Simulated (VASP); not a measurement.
Output of a VASP run:

**OSZICAR**
```
       N       E                     dE             d eps       ncg     rms          rms(c)
DAV:   1     0.869056676996E+02    0.86906E+02   -0.73633E+03  2400   0.142E+03
DAV:   2    -0.984210183255E+01   -0.96748E+02   -0.95038E+02  2478   0.371E+02
DAV:   3    -0.113620013203E+02   -0.15199E+01   -0.14654E+01  2510   0.548E+01
DAV:   4    -0.113736925736E+02   -0.11691E-01   -0.11688E-01  2472   0.482E+00
DAV:   5    -0.113738079158E+02   -0.11534E-03   -0.11534E-03  2502   0.505E-01    0.177E+01
DAV:   6    -0.990625263641E+01    0.14676E+01   -0.63532E+00  2410   0.371E+01    0.135E+00
DAV:   7    -0.988290069970E+01    0.23352E-01   -0.35250E-02  2414   0.346E+00    0.920E-01
DAV:   8    -0.987150789366E+01    0.11393E-01   -0.81036E-03  2442   0.151E+00    0.530E-02
DAV:   9    -0.987155129977E+01   -0.43406E-04   -0.64909E-05  2410   0.127E-01    0.268E-02
DAV:  10    -0.987156151428E+01   -0.10215E-04   -0.33472E-06  2292   0.187E-02    0.149E-03
DAV:  11    -0.987156145586E+01    0.58422E-07   -0.20602E-07  1200   0.667E-03
   1 F= -.98715615E+01 E0= -.98720084E+01  d E =-.987156E+01
       N       E                     dE             d eps       ncg     rms          rms(c)
DAV:   1    -0.208051454018E+02   -0.10934E+02   -0.23280E+02  2400   0.254E+02    0.469E+01
DAV:   2    -0.103020128422E+02    0.10503E+02   -0.31368E+01  2404   0.101E+02    0.825E+00
DAV:   3    -0.986841473547E+01    0.43360E+00   -0.13223E+00  2408   0.175E+01    0.793E+00
DAV:   4    -0.979719856891E+01    0.71216E-01   -0.12175E-01  2402   0.546E+00    0.718E-01
DAV:   5    -0.979328939822E+01    0.39092E-02   -0.24334E-02  2426   0.245E+00    0.135E-01
DAV:   6    -0.979309554942E+01    0.19385E-03   -0.39486E-04  2404   0.340E-01    0.628E-02
DAV:   7    -0.979306306085E+01    0.32489E-04   -0.49239E-05  2448   0.991E-02    0.371E-03
DAV:   8    -0.979306317062E+01   -0.10977E-06   -0.26041E-07  1248   0.784E-03
   2 F= -.97930632E+01 E0= -.97925834E+01  d E =0.784983E-01
       N       E                     dE             d eps       ncg     rms          rms(c)
DAV:   1    -0.140871049464E+02   -0.42940E+01   -0.92182E+01  2400   0.184E+02    0.201E+01
DAV:   2    -0.100322821085E+02    0.40548E+01   -0.19288E+01  2400   0.624E+01    0.274E+00
DAV:   3    -0.997737370656E+01    0.54908E-01   -0.75101E-02  2400   0.404E+00    0.142E+00
DAV:   4    -0.995332986326E+01    0.24044E-01   -0.39906E-02  2402   0.271E+00    0.291E-01
DAV:   5    -0.995340366119E+01   -0.73798E-04   -0.17678E-03  2440   0.635E-01    0.633E-02
DAV:   6    -0.995332159166E+01    0.82070E-04   -0.24285E-04  2412   0.232E-01    0.275E-02
DAV:   7    -0.995332109264E+01    0.49902E-06   -0.13750E-06  1382   0.225E-02
   3 F= -.99533211E+01 E0= -.99539255E+01  d E =-.817596E-01
       N       E                     dE             d eps       ncg     rms          rms(c)
DAV:   1    -0.995578684315E+01   -0.24653E-02   -0.51280E-02  2400   0.410E+00    0.562E-01
DAV:   2    -0.995348511418E+01    0.23017E-02   -0.98942E-03  2406   0.151E+00    0.106E-01
DAV:   3    -0.995345147837E+01    0.33636E-04   -0.33265E-05  2398   0.800E-02    0.665E-02
DAV:   4    -0.995343616130E+01    0.15317E-04   -0.20950E-05  2404   0.591E-02    0.318E-03
DAV:   5    -0.995343624725E+01   -0.85948E-07   -0.26184E-07  1204   0.785E-03
   4 F= -.99534362E+01 E0= -.99540583E+01  d E =-.818748E-01
```

OUTCAR:
```
------------------------ aborting loop because EDIFF is reached ----------------------------------------
  FORCE on cell =-STRESS in cart. coord.  units (eV):
  Direction    XX          YY          ZZ          XY          YZ          ZX
  --------------------------------------------------------------------------------------
  Total       -0.0067602     -0.0067602     -0.0067602      0.0000000     -0.0000000      0.0000000
  in kB       -0.8619162     -0.8619162     -0.8619162      0.0000000     -0.0000000      0.0000000
  external PRESSURE =      -0.8619162 kB  Pullay stress =       0.0000000 kB
  volume of cell :       12.57
      direct lattice vectors                 reciprocal lattice vectors
    -1.464584576  1.464584576  1.464584576     0.000000000  0.341393736  0.341393736
     1.464584576 -1.464584576  1.464584576     0.341393736  0.000000000  0.341393736
     1.464584576  1.464584576 -1.464584576     0.341393736  0.341393736  0.000000000
 POSITION                                       TOTAL-FORCE (eV/Angst)
 -----------------------------------------------------------------------------------
      0.00000      0.00000      2.92917         0.000000     -0.000000      0.000000
 -----------------------------------------------------------------------------------
    total drift:                               -0.000000     -0.000000      0.000000
  FREE ENERGIE OF THE ION-ELECTRON SYSTEM (eV)
  ---------------------------------------------------
  free  energy   TOTEN  =        -9.9534362472 eV

  energy  without entropy=       -9.9553023518  energy(sigma->0) =       -9.95405828

 reached required accuracy - stopping structural energy minimisation
```
(Selected blocks of OUTCAR.)

POSCAR:
```
V
1
   -1.5150000000     1.5150000000     1.5150000000
    1.5150000000    -1.5150000000     1.5150000000
    1.5150000000     1.5150000000    -1.5150000000
V
1
Direct
  0.0000000000   0.0000000000   0.0000000000
```

Task: Write an INCAR and KPOINTS that could have produced this output.

Result: This is not unique; one that fits is the input of the run itself, LDA (Ceperley-Alder, Perdew-Zunger), plane waves, VASP's LDA PAW potentials (set 64).

INCAR:
```
SYSTEM  =  V
PREC  =  Accurate; ENCUT  =  520; LREAL  =  F
LASPH  =  T
EDIFF  =  1E-6; NELM  =  100; ALGO  =  Normal
LMAXMIX  =  4
ISMEAR  =  1; SIGMA  =  0.1
IBRION  =  2; NSW  =  60; ISIF  =  3
EDIFFG  =  -0.01
LWAVE  =  F; LCHARG  =  F
```

**KPOINTS**
```
kpoints
0
gamma
 15 15 15
0 0 0
```

POTCAR, in this order: V_sv (LDA.64 set). Program: vasp_std.

Energy and stress use the plane-wave basis of the starting cell.

The compound is V in the bcc structure. This run relaxes it. Symmetry was kept, so distortions that lower it aren't found. The run is not spin-polarised, so no magnetic state was tried.
